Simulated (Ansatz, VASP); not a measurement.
## Cross-check of BaTiO3 between VASP and Ansatz

One calculation is typed for both programs; each brings its own data sets and cutoff. How far apart do they land?

Method: plane waves, with VASP 6.6.1 beside it; single point at LDA, in Ansatz 0.2.0.

### 1. Starting point

Symmetry: R3m, No. 160, trigonal system. Conventional cell: a = 5.655 Å, b = 5.655 Å, c = 6.955 Å, α = 90.00°, β = 90.00°, γ = 120.00°. Nearest to Ti lie 6 O at 1.87 to 2.14 Å. Nearest to Ba lie 12 O at 2.79 to 2.89 Å. O has 2 Ti at 1.87 to 2.14 Å and 4 Ba at 2.79 to 2.89 Å nearest. Farther neighbours and most contacts between anions are not listed.

### 2. Ansatz: single point, LDA

Ansatz runs on its default PAW (the set named soft_2) files.

A single point gives forces, pressure and levels at one fixed geometry, so differences don't come from the geometry; what else differs is listed under the comparison.

The input, input.yaml:

```yaml
crystal:
  lattice:
    - [-2.8273666084, 4.8971426173, 0.0]
    - [2.8273666084, 4.8971426173, 0.0]
    - [0.0, -3.2647617448, -4.6367869864]
  atoms:
    - { symbol: Ti, position: [0.25775, 0.25775, 0.77325] }
    - { symbol: Ba, position: [0.5, 0.5, 0.5] }
    - { symbol: Ba, position: [0.0, 0.0, 0.0] }
    - { symbol: Ti, position: [0.75775, 0.75775, 0.27325] }
    - { symbol: O, position: [0.00015, 0.49125, 0.98265] }
    - { symbol: O, position: [0.50015, 0.99125, 0.48265] }
    - { symbol: O, position: [0.49125, 0.00015, 0.98265] }
    - { symbol: O, position: [0.99125, 0.50015, 0.48265] }
    - { symbol: O, position: [0.49125, 0.49125, 0.98265] }
    - { symbol: O, position: [0.99125, 0.99125, 0.48265] }
hamiltonian:
  xc: lda
  pseudopotentials: { kind: paw }
kpoints:
  mp_grid: { grid: [3, 3, 3] }
scf:
  occupations: { method: gaussian, width: 0.05 }
  n_extra_bands: 6
output:
  forces: true
  stress: true
  eigenvalues: true
  write_density: true
  write_potential: true
  elf: true
  volumetric_format: npy
```

On the command line:

```
$ ansatz run input.yaml --threads 4 --pin off --max-ram 9216MiB --backend cpu --events-out ev --progress --plain --runs-dir out
```

Numbers of over 12 decimals in the logs are rounded to 6 here.

What it wrote:

```text
scf.n_extra_bands = 6 over 40 filled bands (N_el = 80.0): the run solves 46 bands
Engine: ansatz 0.2.0, aarch64-unknown-linux-gnu
Pseudopotentials: kind: paw
Pseudopotential: Ti, paw, valence charge 12, recommended cutoff 420 eV (normal), Ti.paw.azcp
Pseudopotential: Ba, paw, valence charge 10, recommended cutoff 420 eV (normal), Ba.paw.azcp
Pseudopotential: O, paw, valence charge 6, recommended cutoff 420 eV (normal), O.paw.azcp
Functional definition: SPW92
  exchange = slater_x
  correlation = pw_c
Crystal: 10 atoms, lattice volume = 128.402 Å³
Basis set: ecut = 420 eV, 2499 PW (Γ)
Bands: 46, of which v1, the nominal top of the filled ones, is band 40 counted from 1 (39 counted from 0)
Symmetry: 12 space group operations
Space group: R3m (ITA 160), of the structure as read, at distance tolerance 5.0e-5 Å
k-points: 6 of 27 (time reversal used)
Non-local potential: Ti, projectors of the file, l = 0: 3, l = 1: 2, l = 2: 3, l = 3: 1
Non-local potential: Ba, projectors of the file, l = 0: 3, l = 1: 2, l = 2: 2, l = 3: 2
Non-local potential: O, projectors of the file, l = 0: 2, l = 1: 2, l = 2: 1
PAW form: soft (Blöchl's): semilocal exchange-correlation on the pseudo side does not see the compensation charge
PAW frozen core: Ti, regenerated for the run's functional, and the local potential with it (the file was generated under x = pbe(κ = 0.804, μ = 0.219515), c = pbe(β = 0.066725))
PAW frozen core: Ba, regenerated for the run's functional, and the local potential with it (the file was generated under x = pbe(κ = 0.804, μ = 0.219515), c = pbe(β = 0.066725))
PAW frozen core: O, regenerated for the run's functional, and the local potential with it (the file was generated under x = pbe(κ = 0.804, μ = 0.219515), c = pbe(β = 0.066725))
PAW one-centre angular grid: Ti, 590 points (default); XC on 64 Gauss nodes
PAW one-centre angular grid: Ba, 194 points (default); XC on 64 Gauss nodes
PAW one-centre angular grid: O, 110 points (default); XC on 64 Gauss nodes
Initial density: superposition of atomic densities (neutral atoms: chi_scale 0, normalization atom), corrected by the library's trained network
Initial wavefunctions: pseudopotential atomic-orbital guess
Functional: x = slater, c = lda
SCF iter   1: F=—  HF=-19808.979179 eV  |F-HF|=—  |Δ(HF+E_count)|=         —  Δρ=1.89e-2  dr2=4.44e-1  ethr=1.77e-3  ⟨swp⟩=7.3  Hψ=1158  notcnv=0
preconditioner: auto → Resta (q_TF=auto, 2.521 Å⁻¹)  ε∞=6.7  [insulator: Δε(μ)=2.122 eV  Ē_g=10.945 eV  σ=0.050 eV  W_gap=1.00  n_scr=26 (ndim 8)  ℏωp=26.2 eV  f_vac=0.000  D(μ)=0.00/eV (n_scr^D=0)  ε∞_Penn≈6.7]
SCF iter   2: F=—  HF=-19808.892725 eV  |F-HF|=—  |Δ(HF+E_count)|=   8.65e-2  Δρ=4.50e-3  dr2=2.71e-2  ethr=5.55e-4  ⟨swp⟩=2.0  Hψ=453  notcnv=0  defer=9
SCF iter   3: F=—  HF=-19808.888277 eV  |F-HF|=—  |Δ(HF+E_count)|=   4.45e-3  Δρ=1.72e-3  dr2=2.84e-3  ethr=3.39e-5  ⟨swp⟩=2.0  Hψ=334  notcnv=0  defer=9
SCF iter   4: F=—  HF=-19808.887691 eV  |F-HF|=—  |Δ(HF+E_count)|=   5.86e-4  Δρ=1.49e-4  dr2=2.15e-5  ethr=3.55e-6  ⟨swp⟩=2.0  Hψ=480  notcnv=0  defer=9
SCF iter   5: F=—  HF=-19808.887684 eV  |F-HF|=—  |Δ(HF+E_count)|=   6.94e-6  Δρ=2.65e-5  dr2=8.17e-7  ethr=2.69e-8  ⟨swp⟩=2.0  Hψ=421  notcnv=0  defer=9
SCF iter   6: F=-19808.887684 eV  HF=-19808.887684 eV  |F-HF|=7.45e-9  |Δ(HF+E_count)|=   3.36e-8  Δρ=5.80e-6  dr2=3.25e-8  ethr=1.25e-10  ⟨swp⟩=14.8  Hψ=2197  notcnv=0
SCF 1 converged in 6 iterations: F = -19808.887684 eV  dr2 = 3.25e-8
  greatest PAW one-centre occupation: 0.999 electrons in one spin orbital (limit 2), on the Ti atom at site 3 (counted from 0), in its partial waves of l = 0
SCF converged after 6 iterations
Free energy (F): -19808.887684 eV
Harris-Foulkes:  -19808.887684 eV  (|F-HF|=7.45e-9)
Internal energy: -19808.887684 eV  (E = F + TS)
E sigma→0 (E₀):  -19808.887684 eV
Fermi energy:    11.027452 eV
--- Per-component energies (eV) ---
  E_band       = -299.515809
  E_kinetic    = 1932.903613
  E_local      = -4247.195674  (includes V_loc(G=0)·N_el)
  E_nonlocal   = 432.870049
  E_hartree    = 1649.572933
  E_xc         = -970.169123
  E_vxc        = -1084.839820  (∫ρ·V_xc dr)
  E_paw        = -12990.255483  (= ΣΔE_a)
  E_vpaw       = -632.411283  (= ΣTr[D̂ρ^β])
  E_aug_tail   = 0.014908  (compensation charges beyond the density's cutoff)
  E_ewald      = -5618.427368
  E_core_change = 1.798461  (= ΣΔE_core)
  E_smearing   = -0.000000  (= −TS)
  E_closure    = -0.000000  (closes the sum)
  Σ components = -19808.887684   (vs F -19808.887684, Δ=0.00e0)
--- Forces (eV/Å), atoms counted from 1 ---
  atom   1  Ti    -0.00000000     0.00000000    -0.04559765
  atom   2  Ba    -0.00000000     0.00000000    -0.16603768
  atom   3  Ba    -0.00000000     0.00000000    -0.16603768
  atom   4  Ti    -0.00000000     0.00000000    -0.04559765
  atom   5  O     -0.01824504     0.01053378     0.07055008
  atom   6  O     -0.01824504     0.01053378     0.07055008
  atom   7  O      0.01824504     0.01053378     0.07055008
  atom   8  O      0.01824504     0.01053378     0.07055008
  atom   9  O     -0.00000000    -0.02106756     0.07055008
  atom  10  O     -0.00000000    -0.02106756     0.07055008
  max |Σ_I F_I| component: 2.98e-5 eV/Å
--- Stress (GPa, compression-positive) ---
       -6.025798       0.000000      -0.000000
        0.000000      -6.025798       0.000000
       -0.000000       0.000000      -6.026615
  P = ⅓ Tr σ = -6.0261 GPa (-60.261 kbar)
--- Band table (eV; the first three rows and the last of 6) ---
  k-point 0: bands = [... 36 lower, 9.4973, 9.8386, 9.8386, 9.8534, 12.2022, 12.2022, 12.3572, 14.2054, ... 2 higher]
  k-point 1: bands = [... 36 lower, 9.1856, 9.3175, 9.3175, 9.5527, 12.8580, 12.8580, 12.8669, 13.8134, ... 2 higher]
  k-point 2: bands = [... 36 lower, 9.3246, 9.3326, 9.3654, 9.5260, 12.6479, 12.8682, 12.8974, 13.7081, ... 2 higher]
  k-point 5: bands = [... 36 lower, 8.9121, 8.9783, 9.0253, 9.5474, 12.8499, 13.2514, 13.4166, 13.6783, ... 2 higher]
```

The job ended after 1.7 s (4 threads of Arm Neoverse V1, shared host; peak memory 0.41 GiB).

In the SCF lines HF is the Harris–Foulkes energy and dr2 the Hartree energy of the density residual, in eV; the loop may stop once dr2 is under the threshold and the program's other checks hold. Hψ counts applications of the Hamiltonian.

The run ends at a pressure of -6.03 GPa, with forces up to 0.17 eV/Å.

### 3. VASP: single point, LDA

The same cell, functional (in two slightly different forms), mesh and smearing now go to VASP, with its own data sets and cutoff.

Lines of VASP's logs that name or quote its potential files are left out, and so is its time.

The input, INCAR:

```
SYSTEM = BaTiO3
PREC = Accurate
ENCUT = 400
EDIFF = 1E-05
NELM = 100
ISMEAR = 0
SIGMA = 0.05
LREAL = .FALSE.
ALGO = Normal
GGA = CA
NBANDS = 50
LASPH = .TRUE.
LWAVE = .FALSE.
LCHARG = .FALSE.
KPAR = 2
NCORE = 4
ICORELEVEL = 1
```

The input, POSCAR:

```
BaTiO3
1.0
   -2.8273666084      4.8971426173      0.0000000000
    2.8273666084      4.8971426173      0.0000000000
    0.0000000000     -3.2647617448     -4.6367869864
Ti Ba Ti O
1 2 1 6
Direct
    0.2577500000      0.2577500000      0.7732500000
    0.5000000000      0.5000000000      0.5000000000
    0.0000000000      0.0000000000      0.0000000000
    0.7577500000      0.7577500000      0.2732500000
    0.0001500000      0.4912500000      0.9826500000
    0.5001500000      0.9912500000      0.4826500000
    0.4912500000      0.0001500000      0.9826500000
    0.9912500000      0.5001500000      0.4826500000
    0.4912500000      0.4912500000      0.9826500000
    0.9912500000      0.9912500000      0.4826500000
```

The input, KPOINTS:

```
Automatic mesh
0
Gamma
3 3 3
0 0 0
```

The projector-augmented-wave data sets are Ti_sv, Ba_sv_GW, Ti_sv and O (PBE family, release 64).

On the command line:

```
$ mpirun -np 8 vasp_std
```

What it wrote:

```text
[banner, memory and clock lines left out]
running    8 mpi-ranks, on    1 nodes
 distrk:  each k-point on    4 cores,    2 groups
 distr:  one band on    4 cores,    1 groups

 POSCAR found type information on POSCAR TiBaTiO
 POSCAR found :  4 types and      10 ions
|                                                                             |
|               ----> ADVICE to this user running VASP <----                  |
|                                                                             |
|     You enforced a specific xc type in the INCAR file but a different       |
|     [... a line on the potential file left out ...]
|     I HOPE YOU KNOW WHAT YOU ARE DOING!                                     |
|                                                                             |

 LDA part: xc-table for (Slater(with rela. corr.)+CA(PZ))
 , standard interpolation
 POSCAR, INCAR and KPOINTS ok, starting setup
 FFT: planning ... GRIDC
 FFT: planning ... GRID_SOFT
 FFT: planning ... GRID
 WAVECAR not read
 entering main loop
       N       E                     dE             d eps       ncg     rms          rms(c)
DAV:   1     0.120102926591E+04    0.12010E+04   -0.30545E+04   600   0.149E+03
DAV:   2     0.172277896126E+03   -0.10288E+04   -0.99834E+03   648   0.601E+02
DAV:   3    -0.879333847700E+02   -0.26021E+03   -0.24834E+03  1040   0.275E+02
DAV:   4    -0.110611464681E+03   -0.22678E+02   -0.22550E+02  1088   0.106E+02
DAV:   5    -0.112129067753E+03   -0.15176E+01   -0.15162E+01  1136   0.228E+01    0.333E+01
DAV:   6    -0.919004139089E+02    0.20229E+02   -0.10908E+02   928   0.758E+01    0.125E+01
DAV:   7    -0.920844381251E+02   -0.18402E+00   -0.25360E+01  1000   0.337E+01    0.110E+01
DAV:   8    -0.918399060363E+02    0.24453E+00   -0.21508E+00   992   0.104E+01    0.675E+00
DAV:   9    -0.916922406960E+02    0.14767E+00   -0.58952E-01   982   0.603E+00    0.194E+00
DAV:  10    -0.916954928929E+02   -0.32522E-02   -0.22197E-01   960   0.302E+00    0.685E-01
DAV:  11    -0.916925574576E+02    0.29354E-02   -0.85451E-02   976   0.152E+00    0.675E-01
DAV:  12    -0.916889091936E+02    0.36483E-02   -0.13564E-02   926   0.104E+00    0.212E-01
DAV:  13    -0.916891111914E+02   -0.20200E-03   -0.68268E-03   992   0.404E-01    0.186E-01
DAV:  14    -0.916886097512E+02    0.50144E-03   -0.11286E-03   800   0.312E-01    0.791E-02
DAV:  15    -0.916885395735E+02    0.70178E-04   -0.32370E-04  1064   0.123E-01    0.348E-02
DAV:  16    -0.916885356424E+02    0.39311E-05   -0.52152E-05   730   0.506E-02
   1 F= -.91688536E+02 E0= -.91688536E+02  d E =-.120348E-12
```

Parts of OUTCAR (step 3):

```text
ion  position               nearest neighbor table
   1  0.258  0.258  0.773-   5 1.87   7 1.87   9 1.87   8 2.14   6 2.14  10 2.14
   2  0.500  0.500  0.500-
   3  0.000  0.000  0.000-
   4  0.758  0.758  0.273-   6 1.87   8 1.87  10 1.87   5 2.14   7 2.14   9 2.14
   5  0.000  0.491  0.983-   1 1.87   4 2.14
   6  0.500  0.991  0.483-   4 1.87   1 2.14
   7  0.491  0.000  0.983-   1 1.87   4 2.14
   8  0.991  0.500  0.483-   4 1.87   1 2.14
   9  0.491  0.491  0.983-   1 1.87   4 2.14
  10  0.991  0.991  0.483-   4 1.87   1 2.14

  LATTYP: Found a trigonal (rhomboedric) cell.
 ALAT       =     5.6708432185
 COS(alpha) =     0.5028368125

 Subroutine GETGRP returns: Found  6 space group operations
 (whereof  6 operations were pure point group operations)

The static configuration has the point symmetry C_3v.

 Found      6 irreducible k-points:

   k-points           NKPTS =      6   k-points in BZ     NKDIM =      6   number of bands    NBANDS=     50

   dimension x,y,z NGX =    40 NGY =   40 NGZ =   40
   dimension x,y,z NGXF=    80 NGYF=   80 NGZF=   80

   ENCUT  =  400.0 eV  29.40 Ry    5.42 a.u.   9.22  9.22  9.25*2*pi/ulx,y,z

   NELECT =      80.0000    total number of electrons

 k-points in reciprocal lattice and weights: Automatic mesh
   0.00000000  0.00000000  0.00000000       0.037
   0.33333333 -0.00000000  0.00000000       0.222
   0.33333333  0.33333333 -0.00000000       0.222
  -0.33333333  0.33333333  0.00000000       0.222
   0.00000000  0.00000000  0.33333333       0.074
   0.33333333 -0.00000000  0.33333333       0.222

 the core state eigenenergies are
   1-  1s  -4857.4068  2s   -526.2888  2p   -433.5522
   2-  1s -37234.8256  2s  -5872.3145  2p  -5263.5213  3s  -1227.8330  3p  -1032.7667
       3d   -749.7220  4s   -228.9778  4p   -166.0872  4d    -74.8331
   3-  1s -37234.8254  2s  -5872.3144  2p  -5263.5212  3s  -1227.8329  3p  -1032.7666
       3d   -749.7219  4s   -228.9777  4p   -166.0871  4d    -74.8330
   4-  1s  -4857.4077  2s   -526.2894  2p   -433.5528
   5-  1s   -499.2734
   6-  1s   -499.2732
   7-  1s   -499.2734
   8-  1s   -499.2732
   9-  1s   -499.2734
  10-  1s   -499.2732

 E-fermi :   5.2218

 k-point     1 :       0.0000    0.0000    0.0000
  band No.  band energies     occupation
    ...
     36       4.6195      2.00000
     37       4.6195      2.00000
     38       4.9638      2.00000
     39       4.9638      2.00000
     40       4.9824      2.00000
     41       7.3049      0.00000
     42       7.3049      0.00000
     43       7.4615      0.00000
     44       9.3098      0.00000
     45       9.4599      0.00000
    ...

 k-point     2 :       0.3333   -0.0000    0.0000
  band No.  band energies     occupation
    ...
     36       4.3820      2.00000
     37       4.4446      2.00000
     38       4.4520      2.00000
     39       4.4848      2.00000
     40       4.6451      2.00000
     41       7.7481      0.00000
     42       7.9707      0.00000
     43       7.9991      0.00000
     44       8.8085      0.00000
     45       8.9899      0.00000
    ...

 k-point     3 :       0.3333    0.3333   -0.0000
  band No.  band energies     occupation
    ...
     36       4.1744      2.00000
     37       4.2738      2.00000
     38       4.2791      2.00000
     39       4.3004      2.00000
     40       4.9287      2.00000
     41       7.4277      0.00000
     42       8.3760      0.00000
     43       8.4724      0.00000
     44       8.9015      0.00000
     45       8.9744      0.00000
    ...

  Total       -8.5250636     -8.5250636     -8.6255647      0.0000000      0.0000000      0.0000000
  in kB     -106.3741726   -106.3741726   -107.6282061      0.0000000      0.0000000      0.0000000
  external PRESSURE =    -106.7921838 kB  Pullay stress =       0.0000000 kB

  energy-cutoff  :      400.00
  volume of cell :      128.40
      direct lattice vectors                 reciprocal lattice vectors
    -2.827366608  4.897142617  0.000000000    -0.176843002  0.102100355 -0.071888861
     2.827366608  4.897142617  0.000000000     0.176843002  0.102100355 -0.071888861
     0.000000000 -3.264761745 -4.636786986     0.000000000  0.000000000 -0.215666582

 POSITION                                       TOTAL-FORCE (eV/Angst)
 -----------------------------------------------------------------------------------
      0.00000      0.00000     -3.58540        -0.000000     -0.000000      0.060111
      0.00000      3.26476     -2.31839        -0.000000      0.000000     -0.169683
      0.00000      0.00000      0.00000        -0.000000      0.000000     -0.169728
      0.00000      6.52952     -1.26700        -0.000000     -0.000000      0.059849
      1.38852     -0.80166     -4.55634         0.035530     -0.020513      0.036514
      1.38852      5.72786     -2.23795         0.035366     -0.020418      0.036636
     -1.38852     -0.80166     -4.55634        -0.035530     -0.020513      0.036514
     -1.38852      5.72786     -2.23795        -0.035366     -0.020418      0.036636
      0.00000      1.60332     -4.55634        -0.000000      0.041027      0.036514
      0.00000      8.13285     -2.23795        -0.000000      0.040837      0.036636
 -----------------------------------------------------------------------------------
    total drift:                               -0.000000     -0.000012      0.004624

  FREE ENERGIE OF THE ION-ELECTRON SYSTEM (eV)
  ---------------------------------------------------
  free  energy   TOTEN  =       -91.6885356424 eV

  energy  without entropy=      -91.6885356424  energy(sigma->0) =      -91.68853564

[... 3 further parts left out ...]
```

This run has no spin polarisation, so a moment on Ti, if there is one, isn't seen. These are scalar-relativistic Kohn-Sham levels of the ground state, with no core hole, so they are not binding energies. The PAW data sets were made with PBE, though LDA sets exist; this is a small mismatch.

### 4. Differences

Known differences besides the potentials themselves: the two LDA forms differ slightly; the cutoff is 420 eV in Ansatz and 400 eV in VASP; Ansatz makes its cores anew for this functional, VASP keeps those of its PBE data sets; VASP's log shows a relativistic correction to its local exchange, Ansatz's none. Total energies have different zeros and are not compared.

The two programs side by side:

```tsv
quantity	Ansatz	VASP	difference
gap on the k mesh (eV)	2.349	2.322	+0.026
```

Forces (eV/Å; atoms numbered as in POSCAR):

```tsv
atom	Ansatz x, y, z	VASP x, y, z
Ti1	0.000, 0.000, -0.046	0.000, 0.000, 0.060
Ba2	0.000, 0.000, -0.166	0.000, 0.000, -0.170
Ba3	0.000, 0.000, -0.166	0.000, 0.000, -0.170
Ti4	0.000, 0.000, -0.046	0.000, 0.000, 0.060
O5	-0.018, 0.011, 0.071	0.036, -0.021, 0.037
O6	-0.018, 0.011, 0.071	0.035, -0.020, 0.037
O7	0.018, 0.011, 0.071	-0.036, -0.021, 0.037
O8	0.018, 0.011, 0.071	-0.035, -0.020, 0.037
O9	0.000, -0.021, 0.071	0.000, 0.041, 0.037
O10	0.000, -0.021, 0.071	0.000, 0.041, 0.037
```

The forces differ by 42 meV/Å r.m.s., which is 79.5 % of the r.m.s. force of 0.05 eV/Å (both taken over all components). Not compared: the pressure (VASP's GW data sets at this cutoff don't carry it). A gap on the mesh is an upper bound, since the band edges may lie between its points.

### 5. Other set-ups

Further runs change the set-up of one program: Ansatz's method, potentials or start, or VASP's data sets, cutoff or form of LDA. The table gives Ansatz less VASP for each quantity, since a change that brings one quantity closer may part another.

```tsv
run	r.m.s. force difference (meV/Å)	gap on the k mesh (eV)
as above	42	0.026
cores kept as stored	35	0.024
Ansatz's all-electron LAPW method	32	0.023
Ansatz's larger PAW set (cutoff 910 eV)	31	0.023
norm-conserving potentials (cutoff 1143 eV)	32	0.045
```

### 6. Summary of results

```json
{
 "r.m.s. force difference (single point, LDA)": "42 meV/Å"
}
```

In words: The r.m.s. force difference is 42 meV/Å (single point, LDA), beyond the 12 meV/Å picked in this series as the mark of a large difference. Single point, LDA, Ansatz's larger PAW set (cutoff 910 eV): r.m.s. force difference goes from 42 to 31 meV/Å. Single point, LDA, norm-conserving potentials (cutoff 1143 eV): the difference in gap on the k mesh goes from 0.026 to 0.045 eV. Such differences can come from data sets, numerical settings and the points named under the comparisons, not from the functional's error against experiment.

[Lines on the potential files, build, host, timing and source positions are cut from VASP's logs without a mark.]

[Logs are printed without paths, hosts, clocks, repeated set-up lines and the standing remarks that a program may print on its own settings, such as how far it seeks lower states.]

[Hosts, paths, dates, database ids (printed as entryN), source tags and the programs' standing remarks are cut or masked in the printed files.]

[VASP's PBE data sets in a run with another functional are called a small mismatch above; for pressures it isn't always small: they can move by 1 GPa and more.]
